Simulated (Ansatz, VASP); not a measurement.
# Cross-check of Al2O3 (Corundum) between VASP and Ansatz, part 2 of 3

One calculation is typed for both programs; each brings its own data sets. How far apart do they land? The cell is taken from a series of runs on this material, whose earlier steps may have relaxed, scaled, displaced or heated it; both programs get it as it stands.

VASP 6.6.1 and Ansatz 0.2.0.

So far: Set-up; VASP: zone-centre phonons, PBE.

### 2. VASP: zone-centre phonons, PBE (continued)

Level of this step: PBE; plane waves and PAW (Al, O) (VASP).

Parts of OUTCAR (step 2):

```text
ion  position               nearest neighbor table
   1  0.352  0.352  0.352-   9 1.86  10 1.86   8 1.86   7 1.97   5 1.97   6 1.97   2 2.65   3 2.79
                             3 2.79   3 2.79   2 3.22   2 3.22   2 3.22
   2  0.148  0.148  0.148-  10 1.86   9 1.86   8 1.86   6 1.97   5 1.97   7 1.97   1 2.65   4 2.79
                             4 2.79   4 2.79   1 3.22   1 3.22   1 3.22
   3  0.648  0.648  0.648-   6 1.86   7 1.86   5 1.86  10 1.97   8 1.97   9 1.97   4 2.65   1 2.79
                             1 2.79   1 2.79   4 3.22   4 3.22   4 3.22
   4  0.852  0.852  0.852-   7 1.86   6 1.86   5 1.86   9 1.97   8 1.97  10 1.97   3 2.65   2 2.79
                             2 2.79   2 2.79   3 3.22   3 3.22   3 3.22
   5  0.556  0.944  0.250-   3 1.86   4 1.86   1 1.97   2 1.97
   6  0.250  0.556  0.944-   3 1.86   4 1.86   2 1.97   1 1.97
   7  0.944  0.250  0.556-   4 1.86   3 1.86   1 1.97   2 1.97
   8  0.444  0.056  0.750-   1 1.86   2 1.86   3 1.97   4 1.97
   9  0.750  0.444  0.056-   1 1.86   2 1.86   4 1.97   3 1.97
  10  0.056  0.750  0.444-   2 1.86   1 1.86   3 1.97   4 1.97

  LATTYP: Found a trigonal (rhomboedric) cell.
 ALAT       =     5.1302230849
 COS(alpha) =     0.5694707703

 Subroutine GETGRP returns: Found 12 space group operations
 (whereof  6 operations were pure point group operations)

The static configuration has the point symmetry S_6 .
 The point group associated with its full space group is D_3d.

 Found     32 irreducible k-points:

   k-points           NKPTS =     32   k-points in BZ     NKDIM =     32   number of bands    NBANDS=     34

   dimension x,y,z NGX =    42 NGY =   42 NGZ =   42
   dimension x,y,z NGXF=    84 NGYF=   84 NGZF=   84

   ENCUT  =  600.0 eV  44.10 Ry    6.64 a.u.  10.25 10.25 10.25*2*pi/ulx,y,z

   NELECT =      48.0000    total number of electrons

 k-points in reciprocal lattice and weights: Automatic mesh
   0.00000000  0.00000000  0.00000000       0.005
   0.16666667  0.00000000  0.00000000       0.028
   0.33333333 -0.00000000 -0.00000000       0.028
   0.50000000 -0.00000000 -0.00000000       0.014
   0.16666667  0.16666667  0.00000000       0.028
   0.33333333  0.16666667 -0.00000000       0.056
   0.50000000  0.16666667  0.00000000       0.056
  -0.33333333  0.16666667  0.00000000       0.056
  -0.16666667  0.16666667  0.00000000       0.028
[...]
-0.33333333  0.50000000  0.33333333       0.028
   0.50000000  0.50000000  0.50000000       0.005

 average (electrostatic) potential at core
       1 -71.4565       2 -71.4565       3 -71.4565       4 -71.4565       5 -67.0445
       6 -67.0445       7 -67.0445       8 -67.0445       9 -67.0445      10 -67.0445

   2 f  =   22.486799 THz   141.288725 2PiTHz  750.078874 cm-1    92.997886 meV
             X         Y         Z           dx          dy          dz
      0.000000 -0.000000  4.574764    -0.078270   -0.091424    0.000000
      0.000000 -0.000000  1.923036    -0.078262    0.091431   -0.000000
      0.000000 -0.000000  8.420836     0.078270    0.091424   -0.000000
      0.000000 -0.000000 11.072564     0.078262   -0.091431    0.000000
     -0.921315  1.374238  7.580767     0.183738    0.000018   -0.000015
     -0.729468 -1.485001  7.580767    -0.260537   -0.256510   -0.291461
      1.650782  0.110763  7.580767    -0.260559    0.256507    0.291476
      0.921315 -1.374238  5.414833    -0.183738   -0.000018    0.000015
      0.729468  1.485001  5.414833     0.260537    0.256510    0.291461
     -1.650782 -0.110763  5.414833     0.260559   -0.256507   -0.291476

   3 f  =   22.455970 THz   141.095024 2PiTHz  749.050547 cm-1    92.870390 meV
             X         Y         Z           dx          dy          dz
      0.000000 -0.000000  4.574764     0.000000   -0.000000   -0.062702
      0.000000 -0.000000  1.923036    -0.000000   -0.000000   -0.062702
      0.000000 -0.000000  8.420836    -0.000000    0.000000    0.062702
      0.000000 -0.000000 11.072564     0.000000    0.000000    0.062702
     -0.921315  1.374238  7.580767    -0.000000    0.232333   -0.331763
     -0.729468 -1.485001  7.580767    -0.201206   -0.116167   -0.331763
      1.650782  0.110763  7.580767     0.201206   -0.116167   -0.331763
      0.921315 -1.374238  5.414833     0.000000   -0.232333    0.331763
      0.729468  1.485001  5.414833     0.201206    0.116167    0.331763
     -1.650782 -0.110763  5.414833    -0.201206    0.116167    0.331763

   4 f  =   20.592521 THz   129.386628 2PiTHz  686.892580 cm-1    85.163787 meV
             X         Y         Z           dx          dy          dz
      0.000000 -0.000000  4.574764     0.000000    0.000000   -0.182815
      0.000000 -0.000000  1.923036     0.000000   -0.000000    0.182815
      0.000000 -0.000000  8.420836     0.000000    0.000000   -0.182815
      0.000000 -0.000000 11.072564     0.000000   -0.000000    0.182815
     -0.921315  1.374238  7.580767     0.379981   -0.000000    0.000000
     -0.729468 -1.485001  7.580767    -0.189991    0.329074   -0.000000
      1.650782  0.110763  7.580767    -0.189991   -0.329074    0.000000
      0.921315 -1.374238  5.414833     0.379981    0.000000   -0.000000
      0.729468  1.485001  5.414833    -0.189991    0.329074   -0.000000
     -1.650782 -0.110763  5.414833    -0.189991   -0.329074    0.000000

   5 f  =   19.176525 THz   120.489663 2PiTHz  639.660034 cm-1    79.307701 meV
             X         Y         Z           dx          dy          dz
      0.000000 -0.000000  4.574764     0.000000    0.000000    0.098418
      0.000000 -0.000000  1.923036     0.000000   -0.000000   -0.098418
      0.000000 -0.000000  8.420836    -0.000000   -0.000000   -0.098418
      0.000000 -0.000000 11.072564    -0.000000    0.000000    0.098418
     -0.921315  1.374238  7.580767     0.400261   -0.000000    0.000000
     -0.729468 -1.485001  7.580767    -0.200131    0.346637    0.000000
      1.650782  0.110763  7.580767    -0.200131   -0.346637   -0.000000
      0.921315 -1.374238  5.414833    -0.400261   -0.000000    0.000000
      0.729468  1.485001  5.414833     0.200131   -0.346637   -0.000000
     -1.650782 -0.110763  5.414833     0.200131    0.346637    0.000000

   6 f  =   18.919382 THz   118.873983 2PiTHz  631.082651 cm-1    78.244241 meV
             X         Y         Z           dx          dy          dz
      0.000000 -0.000000  4.574764     0.110666   -0.097156   -0.000000
      0.000000 -0.000000  1.923036    -0.110693   -0.097125   -0.000000
      0.000000 -0.000000  8.420836     0.110666   -0.097156   -0.000000
      0.000000 -0.000000 11.072564    -0.110693   -0.097125   -0.000000
     -0.921315  1.374238  7.580767    -0.000041    0.463623   -0.047166
     -0.729468 -1.485001  7.580767     0.328694   -0.105581    0.023588
      1.650782  0.110763  7.580767    -0.328619   -0.105672    0.023577
      0.921315 -1.374238  5.414833    -0.000041    0.463623   -0.047166
      0.729468  1.485001  5.414833     0.328694   -0.105581    0.023588
     -1.650782 -0.110763  5.414833    -0.328619   -0.105672    0.023577

   7 f  =   18.919382 THz   118.873983 2PiTHz  631.082651 cm-1    78.244241 meV
             X         Y         Z           dx          dy          dz
      0.000000 -0.000000  4.574764     0.097156    0.110666    0.000000
      0.000000 -0.000000  1.923036     0.097125   -0.110693   -0.000000
      0.000000 -0.000000  8.420836     0.097156    0.110666    0.000000
      0.000000 -0.000000 11.072564     0.097125   -0.110693   -0.000000
     -0.921315  1.374238  7.580767     0.295377    0.000064   -0.000007
     -0.729468 -1.485001  7.580767    -0.273828   -0.328671   -0.040843
      1.650782  0.110763  7.580767    -0.273919    0.328642    0.040850
      0.921315 -1.374238  5.414833     0.295377    0.000064   -0.000007
      0.729468  1.485001  5.414833    -0.273828   -0.328671   -0.040843
     -1.650782 -0.110763  5.414833    -0.273919    0.328642    0.040850

   8 f  =   17.882316 THz   112.357903 2PiTHz  596.489844 cm-1    73.955282 meV
             X         Y         Z           dx          dy          dz
      0.000000 -0.000000  4.574764    -0.000000    0.000000   -0.465380
      0.000000 -0.000000  1.923036    -0.000000   -0.000000    0.465380
      0.000000 -0.000000  8.420836    -0.000000    0.000000   -0.465380
      0.000000 -0.000000 11.072564    -0.000000   -0.000000    0.465380
     -0.921315  1.374238  7.580767    -0.149267    0.000000   -0.000000
     -0.729468 -1.485001  7.580767     0.074634   -0.129269    0.000000
      1.650782  0.110763  7.580767     0.074634    0.129269   -0.000000
      0.921315 -1.374238  5.414833    -0.149267    0.000000    0.000000
      0.729468  1.485001  5.414833     0.074634   -0.129269    0.000000
     -1.650782 -0.110763  5.414833     0.074634    0.129269   -0.000000

   9 f  =   17.581702 THz   110.469093 2PiTHz  586.462461 cm-1    72.712045 meV
             X         Y         Z           dx          dy          dz
      0.000000 -0.000000  4.574764     0.000000   -0.000000    0.179504
      0.000000 -0.000000  1.923036    -0.000000   -0.000000    0.179504
      0.000000 -0.000000  8.420836     0.000000   -0.000000    0.179504
      0.000000 -0.000000 11.072564    -0.000000   -0.000000    0.179504
     -0.921315  1.374238  7.580767    -0.000000    0.347919   -0.155365
     -0.729468 -1.485001  7.580767    -0.301306   -0.173959   -0.155365
      1.650782  0.110763  7.580767     0.301306   -0.173959   -0.155365
      0.921315 -1.374238  5.414833    -0.000000    0.347919   -0.155365
      0.729468  1.485001  5.414833    -0.301306   -0.173959   -0.155365
     -1.650782 -0.110763  5.414833     0.301306   -0.173959   -0.155365
    [... 271 further lines ...]
      0.729468  1.485001  5.414833     0.197215   -0.198893    0.000015
     -1.650782 -0.110763  5.414833     0.197197   -0.198875   -0.000059

 MACROSCOPIC STATIC DIELECTRIC TENSOR IONIC CONTRIBUTION
 ------------------------------------------------------
           6.120571    -0.000000     0.000000
          -0.000000     6.120571    -0.000000
           0.000000    -0.000000     8.232600
 ------------------------------------------------------

 ELASTIC MODULI CONTR FROM IONIC RELAXATION (kBar)
 Direction    XX          YY          ZZ          XY          YZ          ZX
 --------------------------------------------------------------------------------
 XX        -391.5846    172.5166    145.9635     -0.0000    121.4727     -0.0000
 YY         172.5166   -391.5846    145.9635      0.0000   -121.4727      0.0000
 ZZ         145.9635    145.9635   -213.1588      0.0000      0.0000     -0.0000
 XY          -0.0000      0.0000      0.0000   -282.0609      0.0000    120.4653
 YZ         121.4727   -121.4727      0.0000      0.0000   -154.8342     -0.0000
 ZX          -0.0000      0.0000     -0.0000    120.4653     -0.0000   -153.4575
 --------------------------------------------------------------------------------

 PIEZOELECTRIC TENSOR IONIC CONTR  for field in x, y, z        (C/m^2)
          XX          YY          ZZ          XY          YZ          ZX
  --------------------------------------------------------------------------------
  x    -0.00000    -0.00000     0.00000     0.00000    -0.00000    -0.00000
  y    -0.00000     0.00000     0.00000     0.00000     0.00000     0.00000
  z     0.00000    -0.00000     0.00000     0.00000    -0.00000    -0.00000
```

[end of part 2 of 3]

[Lines on the potential files, build, host, timing and source positions are cut from VASP's logs without a mark.]

[Logs are printed without paths, hosts, clocks, repeated set-up lines and the standing remarks that a program may print on its own settings, such as how far it seeks lower states.]

[Hosts, paths, dates, database ids (printed as entryN), source tags and the programs' standing remarks are cut or masked in the printed files.]
